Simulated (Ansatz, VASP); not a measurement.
**Ga2GeO3: VASP beside Ansatz**

```
Ga Ge O
1.0
     3.34278    0.00000    0.00000
     0.00000    3.34278    0.00000
     0.00000    0.00000    7.37806
Ga Ge O
2 1 3
Direct
  0.00000 0.50000 0.73650
  0.50000 0.00000 0.26350
  0.00000 0.00000 0.00000
  0.50000 0.50000 0.00000
  0.00000 0.50000 0.38350
  0.50000 0.00000 0.61650
```

Change from the starting cell: species swapped into the Zr2CuSb3 type (P-4m2, No. 115).

Alike in both runs: task single point; functional PBE; k mesh 6 × 6 × 4; occupations gaussian, width 0.1 eV; no spin polarisation.

|  | VASP | Ansatz |
| --- | --- | --- |
| version | VASP 6.6.1 | Ansatz 0.2.0 |
| potentials or method | VASP PAW PBE potentials, release 64 (Ga_d, Ge_d, O) | scalar-relativistic, plane waves, PAW |
| plane-wave cutoff (eV) | 520 | 420 |
| valence electrons in the cell | 58 | 58 |

|  | VASP | Ansatz | Ansatz less VASP |
| --- | --- | --- | --- |
| gap on the k mesh at the Fermi level (eV) | none | none | - |
| pressure (GPa) | -10.9 | -11.0 | -0.09 |
| largest component of the traceless stress (GPa) | 8.35 | 8.40 | +0.051 |
| rms of the force components (eV/Å) | 1.502 | 1.499 | -0.0029 |

Atom by atom the forces differ by 0.004 eV/Å (rms over components). A gap of «none» marks a metal or a gap that the smearing closes.

Caveats: forces of over 1 eV/Å show positions far from the minimum, so gaps and moduli don't describe the material at rest.
